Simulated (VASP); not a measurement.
Here is a VASP 6.6.1 calculation.

File INCAR:

```
SYSTEM = Si2WC3
PREC = Normal
ENCUT = 520
EDIFF = 1E-4
ISMEAR = 0
SIGMA = 0.15
LREAL = .False.
LASPH = .True.
NELM = 60
ALGO = Fast
ISIF = 3
LWAVE = .False.
LCHARG = .False.
GGA = PE
IBRION = 2
NSW = 24
EDIFFG = -0.08
```

The input KPOINTS:

```
regular mesh
0
Gamma
  4 4 3
  0 0 0
```

The input POSCAR:

```
Si2WC3
1.0
    2.9543655700     -2.9646913900      0.0000000000
    2.9543655700      2.9646913900      0.0000000000
    0.0000000000      0.0000000000      5.8771528400
Si W C
2 1 3
Direct
    0.0000000000      0.0000000000      0.8330535900
    0.0000000000      0.0000000000      0.1669464100
    0.0000000000      0.0000000000      0.5000000000
    0.3679702400      0.6320297600      0.5000000000
    0.6320297600      0.3679702400      0.5000000000
    0.5000000000      0.5000000000      0.0000000000
```

Potentials or basis: VASP PAW PBE potentials, release 64 (Si, W_sv, C).

Command:

```console
$ cat potpaw_PBE.64/Si/POTCAR potpaw_PBE.64/W_sv/POTCAR potpaw_PBE.64/C/POTCAR > POTCAR
$ mpirun -np 1 vasp_std > vasp.out
```

Q: Predict the relaxed volume.

A: 13.63 Å³/atom.

Q: Predict the space group after relaxing (to 0.05 Å).

A: Cmmm (No. 65).

Q: Estimate the band gap on the k mesh.

A: None (metal or under the smearing width).

Q: Predict the relaxed cell.

A: a = 3.435 Å, b = 3.435 Å, c = 7.230 Å, α = 90.00°, β = 90.00°, γ = 106.61°.

Final structure:
```
Si W C
1.0
     2.05264   -2.75446    0.00000
     2.05264    2.75446    0.00000
     0.00000    0.00000    7.22952
Si W C
2 1 3
Direct
  0.00000 0.00000 0.84728
  0.00000 0.00000 0.15272
  0.00000 0.00000 0.50000
  0.38045 0.61955 0.50000
  0.61955 0.38045 0.50000
  0.50000 0.50000 0.00000
```

Caveat: the k mesh is coarse (spacing up to 0.38 Å⁻¹), so the values aren't converged; the volume moved by over 15 % at a fixed basis, so the end points are rough. Spin-orbit coupling is left out, which matters for the levels of W.
